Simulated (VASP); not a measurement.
# Young's modulus, Poisson ratio and limits of linear elasticity of zinc-blende GaN under [001] stress, LDA

The usual rule of thumb says that Hooke's law serves up to about 1 % strain, and that beyond it a crystal softens when pulled and stiffens when squeezed. I test it on a design of my own: a square GaN post, 1 µm wide and 5 µm tall, compressed along [001] as the spring of a force sensor. It must carry at least 1.5 mN, widen by no more than 5 nm, and stay within 5 % of the force given by its small-strain stiffness. Among the rows that pass, I take the one with the smallest strain. The calculation supplies the stress along the axis, the strain across it and the stored energy, with the sides free of stress. Strains and energies are measured from the crystal relaxed with LDA.

## Calculations

The start is a typed prototype cell. The crystal was relaxed with LDA. Strain is imposed along [001]; the strain across the axis is adjusted until the stress across it vanishes, and the atoms are relaxed with LDA. VASP 6.6.1, plane waves with PAW, cutoff 600 eV, no spin polarisation, no spin-orbit coupling, k mesh 11×11×11, static lattice.

Notes on method and selection:

- Runs that did not converge, have known faults or may not be shown are not listed, and runs on Ansatz's PAW sets soft_1 and soft_2 are kept to separate tables.

Columns:

- strain (%): strain along the axis (tension positive).
- gap (eV): band gap on the k mesh at LDA.
- transverse strain (%): strain across the axis.
- stress (GPa): stress along the axis, tension positive.
- strain energy (meV/atom): energy per atom above the relaxed crystal.

Input lines of one member:

```
PREC = Accurate
ENCUT = 600
EDIFF = 1E-07
NELM = 120
ISMEAR = 0
SIGMA = 0.02
LREAL = .FALSE.
ALGO = Normal
GGA = CA
NBANDS = 15
LASPH = .TRUE.
LORBIT = 11
KPAR = 3
IBRION = 1
NSW = 25
```

Command (options for logging and memory left out): `mpirun -np 3 vasp_std`

## Numbers

| member | strain (%) | gap (eV) | transverse strain (%) | stress (GPa) | strain energy (meV/atom) |
| --- | --- | --- | --- | --- | --- |
| −2 % | −2.0 | 1.892 | 0.731 | −3.31 | 2.43 |
| −1.5 % | −1.5 | 1.904 | 0.545 | −2.52 | 1.40 |
| −1 % | −1.0 | 1.915 | 0.362 | −1.70 | 0.64 |
| −0.5 % | −0.5 | 1.928 | 0.181 | −0.87 | 0.17 |
| 0 % | 0.0 | 1.940 | 0.000 | −0.01 | 0.00 |
| +0.5 % | 0.5 | 1.919 | −0.174 | 0.88 | 0.13 |
| +1 % | 1.0 | 1.899 | −0.348 | 1.79 | 0.58 |
| +1.5 % | 1.5 | 1.877 | −0.520 | 2.73 | 1.34 |
| +2 % | 2.0 | 1.855 | −0.689 | 3.69 | 2.41 |

Least-squares fits to the whole series, with x = strain (%); R² and errors in the fitted variable (y, or ln y where the fit is in ln y):

| y | members | fit | R² | rms residual | leave-one-out rms | the same for the mean of the others |
| --- | --- | --- | --- | --- | --- | --- |
| transverse strain (%) | 9 | y = 0.009778 − 0.3550 x | 1.00 | 0.0071 | 0.010 | 0.52 |
| stress (GPa) | 9 | y = 0.07556 + 1.749 x | 1.00 | 0.072 | 0.10 | 2.5 |

## Interpretation

The rows at ±0.5 % give the small-strain constants. Young's modulus along [001] is E = (0.88 + 0.87) / 0.010 = 175 GPa, and the Poisson ratio is ν = (0.181 + 0.174) / 1.0 = 0.355. Cubic symmetry then fixes three more:

- B = E / [3(1 − 2ν)] = 175 / [3 × (1 − 2 × 0.355)] = 201 GPa
- C₁₁ = B + 2E / [3(1 + ν)] = 201 + 86 = 287 GPa
- C₁₂ = B − E / [3(1 + ν)] = 201 − 43 = 158 GPa

C₄₄ does not follow, because this strain contains no shear of that kind.

The energy, averaged over the two signs of strain, is (0.64 + 0.58) / 2 = 0.61 meV/atom at 1 %, and it follows about 0.61 x² meV/atom with x in %. This gives 2.44 at 2 %, where the rows average 2.42.

The stress departs from a straight line in the direction opposite to the rule of thumb. Stress divided by strain rises from 3.31 / 0.020 = 165.5 GPa at −2 % to 3.69 / 0.020 = 184.5 GPa at +2 %. The form σ = 1.75 x + 0.048 x² (GPa) meets every row to about 0.01 GPa, against an rms residual of 0.072 GPa for the straight line. The tabulated stress is force per actual, deformed area, so part of the curvature comes from the changing cross-section, but per original area the ratio still rises, from 165.5 × (1 + 0.731 / 100)² = 168 GPa to 184.5 × (1 − 0.689 / 100)² = 182 GPa.

I put the remainder down to geometry. Symmetry holds the atoms at their ideal sites, so a bond lengthens by only (1 − 2 × 0.355) / 3 = 0.097 % per 1 % of axial strain, and most of the deformation changes bond angles. Tension turns the bonds towards the axis, where stiff bond stretching carries more of the load. Compression turns them away. If this picture is right, the turning outweighs the ordinary softening of a stretched bond; the rows show the sum of the two effects, not each one alone.

The gap is largest at zero strain, because strain of either sign splits the top of the valence band and lifts its upper branch above the mean of the split levels. This outweighs the widening of the gap that the smaller volume under compression would bring by itself. It plays no part in the selection.

## Members off the line

Largest departures from the fit to the whole series:

| member | transverse strain (%) | fit | computed − fit | in rms residuals |
| --- | --- | --- | --- | --- |
| −2 % | 0.731 | 0.720 | +0.011 | 1.6 |
| +2 % | −0.689 | −0.700 | +0.011 | 1.6 |
| 0 % | 0.000 | 0.010 | −0.010 | 1.4 |
| −0.5 % | 0.181 | 0.187 | −0.006 | 0.9 |

No row has to be discarded, but two small irregularities are numerical. The row at 0 % keeps a stress of −0.01 GPa. Letting its sides relax would widen it by about 0.01 / (287 + 158) = 0.00002, or 0.002 %, which is a small part of its −0.010 % departure from the straight line. The rest of that departure is curvature, as the positive departures at both ends show.

The energies at −0.5 % and +0.5 % are 0.17 and 0.13 meV/atom, although the stresses there are almost equal in size. The energy minimum therefore lies slightly on the tensile side. An incomplete plane-wave basis is the likely cause, since relaxation by stress then leaves the cell a little too small. For this reason I take the moduli from the stresses and use the energies only as averages over both signs.

## Selection

The brief asks for compression, so I screen the four negative rows for force, widening and departure from Hooke's law; buckling, which depends on how the ends are held, is treated after the pick. The force is F = |σ| A₀ (1 + t)², where A₀ = 1 µm² and t is the transverse strain as a fraction; 1 GPa × 1 µm² = 1 mN. The widening is 1000 nm × t, and the Hooke force is 175 GPa × |strain| × A₀.

- **−0.5 %:** 0.87 × (1 + 0.181 / 100)² = 0.87 mN, which is too little force.
- **−1 %:** 1.70 × (1 + 0.362 / 100)² = 1.71 mN, with 3.6 nm of widening. The force is 2 % below the Hooke value of 1.75 mN, so the row passes.
- **−1.5 %:** 2.52 × (1 + 0.545 / 100)² = 2.55 mN, 3 % below Hooke, but the widening of 5.5 nm is too large.
- **−2 %:** 3.31 × (1 + 0.731 / 100)² = 3.36 mN, 4 % below Hooke, with 7.3 nm of widening, which is again too large.

My pick is −1 %, and the runner-up is −1.5 %, both on condition that the top of the post is held against sideways motion. At the pick the post shortens by 50 nm, its mean stiffness is 1.71 mN / 50 nm = 34 kN/m, and it stores about ½ × 1.71 mN × 50 nm = 43 pJ.

LDA elastic constants are commonly wrong by several per cent, and I allow 10 %. A modulus 10 % too high would leave 1.71 × 0.90 = 1.54 mN, which still meets the brief. A Poisson ratio 10 % too low would raise the widening to about 4.0 nm, also within the limit.

The pick fails if the true force is more than 12 % below the calculated one, since 1.5 / 1.71 = 0.88. The runner-up could then replace it only if the true widening were also at least 8 % smaller than calculated, since 5 / (1000 × 0.545 / 100) = 0.92. The pick also fails if the top is free to move sideways. For a post of this shape with both ends pinned, Euler's formula puts buckling at roughly 3 % strain, well beyond both rows. With the base clamped and the top free, the limit is only a quarter of that, so the post buckles before it reaches −1 %. The row at −0.5 % stays below this limit but gives too little force, so no row then meets the brief.

## Summary

Between −2 % and +2 %, Hooke's law with 175 GPa gives the stress to within 3 % up to 1 % strain and to between 5 and 6 % at 2 %. The first half of the rule of thumb survives, while the second half has the wrong sign for this axis.

These results hold for loading along [001] only. Zinc-blende GaN is elastically anisotropic and stiffer along [111] than along [001], so a tilted post or hexagonal inclusions would make the spring stiffer. Thermal motion, which the static lattice leaves out, acts the other way and lowers the modulus slightly.

[Logs are printed without paths, hosts, clocks, repeated set-up lines and the standing remarks that a program may print on its own settings, such as how far it seeks lower states.]
